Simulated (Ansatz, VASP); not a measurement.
# Ga2SiS in VASP and in Ansatz

```
Ga Si S
1.0
     3.74300    0.00000    0.00000
    -1.87150    3.24153    0.00000
     0.00000    0.00000    5.15171
Ga Si S
2 1 1
Direct
  0.66667 0.33333 0.23634
  0.66667 0.33333 0.76366
  0.00000 0.00000 0.50000
  0.33333 0.66667 0.00000
```

Change from the starting cell: species swapped into the Co2SbAs type (P-6m2, No. 187).

Alike in both runs: task relaxation of cell and atoms; functional PBE; k mesh 6 × 6 × 4; occupations gaussian, width 0.1 eV; no spin polarisation.

```csv
,VASP,Ansatz
version,VASP 6.6.1,Ansatz 0.2.0
potentials or method,"VASP PAW PBE potentials, release 64 (Ga_d, Si, S)","scalar-relativistic, plane waves, PAW"
plane-wave cutoff (eV),600,420
valence electrons in the cell,36,36
```

Ansatz gave:

| Quantity | Value |
| --- | --- |
| gap on the k mesh at the Fermi level, each at its own relaxed structure (eV) | none |
| relaxed volume (Å³/atom) | 18.25 |
| relaxed cell length with the largest relative difference (Å) | 3.568 |
| energy change over the relaxation (meV/atom) | -469 |

**Question.** What did VASP give for the same quantities?

**Answer.** gap on the k mesh at the Fermi level, each at its own relaxed structure (eV): none; relaxed volume (Å³/atom): 18.24; relaxed cell length with the largest relative difference (Å): 3.566; energy change over the relaxation (meV/atom): -470.

A gap of «none» marks a metal or a gap that the smearing closes.

Caveats: the volume moved by over 15 % at a fixed basis, so the end points are rough (VASP).
